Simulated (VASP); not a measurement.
Output of a VASP run:

OUTCAR:
```
 ion  position               nearest neighbor table
   1  0.000  0.281  0.667-   2 2.90   3 2.90   2 3.38   2 3.38   3 3.38   3 3.38
   2  0.719  0.719  0.000-   3 2.90   1 2.90   1 3.38   3 3.38   3 3.38   1 3.38
   3  0.281  0.000  0.333-   2 2.90   1 2.90   2 3.38   2 3.38   1 3.38   1 3.38
  LATTYP: Found a hexagonal cell.
 ALAT       =     4.3960082638
 C/A-ratio  =     1.3326558723
 Subroutine PRICEL returns:
 Original cell was already a primitive cell.
 Subroutine GETGRP returns: Found  6 space group operations
The static configuration has the point symmetry C_2 .
 The point group associated with its full space group is D_3 .
The dynamic configuration has the point symmetry C_2 .
 Subroutine INISYM returns: Found  6 space group operations
 Subroutine IBZKPT returns following result:
 Found     17 irreducible k-points:

 Following reciprocal coordinates:
            Coordinates               Weight
  0.000000  0.000000  0.000000      1.000000
  0.200000 -0.000000  0.000000      6.000000
  0.400000  0.000000  0.000000      6.000000
  0.200000  0.200000  0.000000      6.000000
  0.400000  0.200000  0.000000      6.000000
  0.000000  0.000000  0.250000      2.000000
  0.200000 -0.000000  0.250000      6.000000
 -0.000000  0.200000  0.250000      6.000000
  0.400000  0.000000  0.250000      6.000000
  0.000000  0.400000  0.250000      6.000000
  0.200000  0.200000  0.250000     12.000000
  0.400000  0.200000  0.250000     12.000000
  0.000000  0.000000  0.500000      1.000000
  0.200000 -0.000000  0.500000      6.000000
  0.400000  0.000000  0.500000      6.000000
  0.200000  0.200000  0.500000      6.000000
  0.400000  0.200000  0.500000      6.000000
   k-points           NKPTS =     17   k-points in BZ     NKDIM =     17   number of bands    NBANDS=     13
   number of dos      NEDOS =    301   number of ions     NIONS =      3
   total plane-waves  NPLWV =  62208
   dimension x,y,z NGX =    36 NGY =   36 NGZ =   48
   dimension x,y,z NGXF=    72 NGYF=   72 NGZF=   96
   ions per type =               3
   PREC   = accura    normal or accurate (medium, high low for compatibility)
   ISTART =      0    job   : 0-new  1-cont  2-samecut
   ICHARG =      2    charge: 1-file 2-atom 10-const
   ISPIN  =      1    spin polarized calculation?
   LNONCOLLINEAR =      F non collinear calculations
   LSORBIT =      F    spin-orbit coupling
   INIWAV =      1    electr: 0-lowe 1-rand  2-diag
   ENCUT  =  520.0 eV  38.22 Ry    6.18 a.u.   8.17  8.17 10.89*2*pi/ulx,y,z
   NELM   =    100;   NELMIN=  2; NELMDL= -5     # of ELM steps
   EDIFF  = 0.1E-05   stopping-criterion for ELM
   LREAL  =      F    real-space projection
   NLSPLINE    = F    spline interpolate recip. space projectors
   LMAXMIX     =    4 max onsite mixed and CHGCAR
   VOSKOWN=      0    Vosko Wilk Nusair interpolation
   EDIFFG = -.2E-01   stopping-criterion for IOM
   NSW    =     60    number of steps for IOM
   NBLOCK =      1;   KBLOCK =     60    inner block; outer block
   IBRION =      2    ionic relax: 0-MD 1-quasi-New 2-CG
   NFREE  =      1    steps in history (QN), initial steepest desc. (CG)
   ISIF   =      3    stress and relaxation
   ISYM   =      2    0-nonsym 1-usesym 2-fastsym
   TEIN   =    0.0    initial temperature
   TEBEG  =    0.0;   TEEND  =   0.0 temperature during run
   SMASS  =  -3.00    Nose mass-parameter (am)
   PSTRESS=    0.0 pullay stress
   NELECT =      18.0000    total number of electrons
   EFERMI =   0.00;   METHOD = LEGACY
   ISMEAR =     0;   SIGMA  =   0.05  broadening in eV -4-tet -1-fermi 0-gaus
   IALGO  =     38    algorithm
   LDIAG  =      T    sub-space diagonalisation (order eigenvalues)
   IMIX   =      4    mixing-type and parameters
     AMIX     =   0.40;   BMIX     =  1.00
     AMIX_MAG =   1.60;   BMIX_MAG =  1.00
     AMIN     =   0.10
   METAGGA = MS2    functional components
   VOSKOWN =     0    Vosko Wilk Nusair interpolation
   LHFCALC =     F    Hartree Fock is set to
   LHFONE  =     F    Hartree Fock one center treatment
...
```

**OSZICAR**
```
...
DAV:   1     0.342838141330E+01   -0.24827E-02   -0.41054E-01   442   0.369E+00    0.532E-01
DAV:   2     0.342909150142E+01    0.71009E-03   -0.13607E-02   492   0.814E-01    0.245E-01
DAV:   3     0.342858040964E+01   -0.51109E-03   -0.43204E-03   447   0.649E-01    0.107E-01
DAV:   4     0.342879574714E+01    0.21534E-03   -0.64216E-04   482   0.210E-01    0.652E-02
DAV:   5     0.342876473750E+01   -0.31010E-04   -0.53738E-04   442   0.252E-01    0.650E-02
DAV:   6     0.342874811601E+01   -0.16621E-04   -0.28750E-05   482   0.521E-02    0.264E-02
DAV:   7     0.342873215165E+01   -0.15964E-04   -0.37963E-05   442   0.650E-02    0.529E-03
DAV:   8     0.342873337169E+01    0.12200E-05   -0.24555E-06   364   0.139E-02    0.515E-03
DAV:   9     0.342873105141E+01   -0.23203E-05   -0.16051E-06   266   0.153E-02    0.361E-03
DAV:  10     0.342873259146E+01    0.15401E-05   -0.67004E-07   221   0.907E-03    0.111E-03
DAV:  11     0.342873206978E+01   -0.52169E-06   -0.78423E-08   221   0.308E-03
   5 F= 0.34287321E+01 E0= 0.34287321E+01  d E =-.578795E-02
       N       E                     dE             d eps       ncg     rms          rms(c)
DAV:   1     0.342859647109E+01   -0.13612E-03   -0.17085E-02   442   0.760E-01    0.110E-01
DAV:   2     0.342861106035E+01    0.14589E-04   -0.56869E-04   492   0.169E-01    0.493E-02
DAV:   3     0.342858655448E+01   -0.24506E-04   -0.18516E-04   447   0.134E-01    0.212E-02
DAV:   4     0.342859392625E+01    0.73718E-05   -0.26171E-05   482   0.431E-02    0.129E-02
DAV:   5     0.342859164822E+01   -0.22780E-05   -0.22048E-05   442   0.510E-02    0.129E-02
DAV:   6     0.342858956503E+01   -0.20832E-05   -0.11104E-06   266   0.104E-02    0.560E-03
DAV:   7     0.342858840962E+01   -0.11554E-05   -0.15806E-06   306   0.133E-02    0.999E-04
DAV:   8     0.342858826463E+01   -0.14498E-06   -0.16134E-07   221   0.414E-03
   6 F= 0.34285883E+01 E0= 0.34285883E+01  d E =-.593175E-02
       N       E                     dE             d eps       ncg     rms          rms(c)
DAV:   1     0.342846070793E+01   -0.12770E-03   -0.28405E-03   442   0.301E-01    0.495E-02
DAV:   2     0.342845490794E+01   -0.58000E-05   -0.13040E-04   472   0.853E-02    0.182E-02
DAV:   3     0.342845859274E+01    0.36848E-05   -0.71822E-06   502   0.214E-02    0.113E-02
DAV:   4     0.342845986485E+01    0.12721E-05   -0.68858E-06   447   0.164E-02    0.500E-03
DAV:   5     0.342846178772E+01    0.19229E-05   -0.30570E-06   378   0.192E-02    0.411E-03
DAV:   6     0.342846045947E+01   -0.13282E-05   -0.19556E-06   306   0.148E-02    0.190E-03
DAV:   7     0.342846123485E+01    0.77538E-06   -0.58634E-07   221   0.736E-03
   7 F= 0.34284612E+01 E0= 0.34284612E+01  d E =-.127030E-03
       N       E                     dE             d eps       ncg     rms          rms(c)
DAV:   1     0.342813528478E+01   -0.32517E-03   -0.25568E-02   442   0.903E-01    0.148E-01
DAV:   2     0.342809894147E+01   -0.36343E-04   -0.11624E-03   472   0.253E-01    0.544E-02
DAV:   3     0.342813017460E+01    0.31233E-04   -0.65126E-05   502   0.645E-02    0.336E-02
DAV:   4     0.342815208313E+01    0.21909E-04   -0.62099E-05   447   0.485E-02    0.148E-02
DAV:   5     0.342815475516E+01    0.26720E-05   -0.30444E-05   442   0.588E-02    0.129E-02
DAV:   6     0.342815192404E+01   -0.28311E-05   -0.17407E-05   442   0.443E-02    0.657E-03
DAV:   7     0.342815157270E+01   -0.35133E-06   -0.45726E-06   442   0.211E-02
   8 F= 0.34281516E+01 E0= 0.34281516E+01  d E =-.436692E-03
```

OUTCAR:
```
------------------------ aborting loop because EDIFF is reached ----------------------------------------
  FORCE on cell =-STRESS in cart. coord.  units (eV):
  Direction    XX          YY          ZZ          XY          YZ          ZX
  --------------------------------------------------------------------------------------
  Total        0.0438535      0.0438535     -0.0177859      0.0000000      0.0000000      0.0000000
  in kB        0.7161105      0.7161104     -0.2904361      0.0000000      0.0000000      0.0000000
  external PRESSURE =       0.3805949 kB  Pullay stress =       0.0000000 kB
  volume of cell :       98.11
      direct lattice vectors                 reciprocal lattice vectors
     2.176915326 -3.770527669  0.000000000     0.229682797 -0.132607434 -0.000000000
     2.176915326  3.770527669 -0.000000000     0.229682797  0.132607434 -0.000000000
     0.000000000 -0.000000000  5.976699023     0.000000000  0.000000000  0.167316439
 POSITION                                       TOTAL-FORCE (eV/Angst)
 -----------------------------------------------------------------------------------
      2.77246     -2.73901      3.98447        -0.006706     -0.011615      0.000000
      3.16274     -0.00000     -0.00000         0.013412     -0.000000     -0.000000
      2.77246      2.73901      1.99223        -0.006706      0.011615     -0.000000
 -----------------------------------------------------------------------------------
    total drift:                               -0.000177     -0.000384      0.000014
  FREE ENERGIE OF THE ION-ELECTRON SYSTEM (eV)
  ---------------------------------------------------
  free  energy   TOTEN  =         3.4281515727 eV

  energy  without entropy=        3.4281515727  energy(sigma->0) =        3.42815157

 reached required accuracy - stopping structural energy minimisation
```
(Selected blocks of OUTCAR.)

### POSCAR
```
Te
1
    2.1980042566    -3.8070547597    -0.0000000000
    2.1980042566     3.8070547597     0.0000000000
    0.0000000000    -0.0000000000     5.8583662273
Te
3
Direct
  1.0000000000   0.2811410132   0.6666670000
  0.7188589868   0.7188589868   0.0000000000
  0.2811410132   1.0000000000   0.3333330000
```

Question: Reconstruct the remaining input files.

Answer: Several could match; the one computed here: the input of the run itself, MS2 meta-GGA, plane waves, VASP's PBE PAW potentials (set 64).

### INCAR
```
ENCUT = 520
NELM = 100
ALGO = Normal
LMAXMIX = 4
IBRION = 2
EDIFFG = -0.02   # ionic stop
EDIFF = 1E-6   # SCF stop (eV)
LCHARG = .FALSE.
SIGMA = 0.05
LMIXTAU = .TRUE.
ISMEAR = 0
METAGGA = MS2
SYSTEM = Te
ISIF = 3   # ions, shape and volume
PREC = Accurate
LWAVE = .FALSE.
LASPH = .TRUE.   # aspherical one-centre terms
NSW = 60
LREAL = .FALSE.   # projection in real space or not
```

File KPOINTS:
```
Automatic
0
Gamma
5 5 4
0 0 0
```

POTCAR, in this order: Te (PBE.64 set). Program: vasp_std.

The compound is Te in the trig structure. This run relaxes it. Symmetry was kept, so distortions that lower it aren't found. The start is the result of an earlier pass.
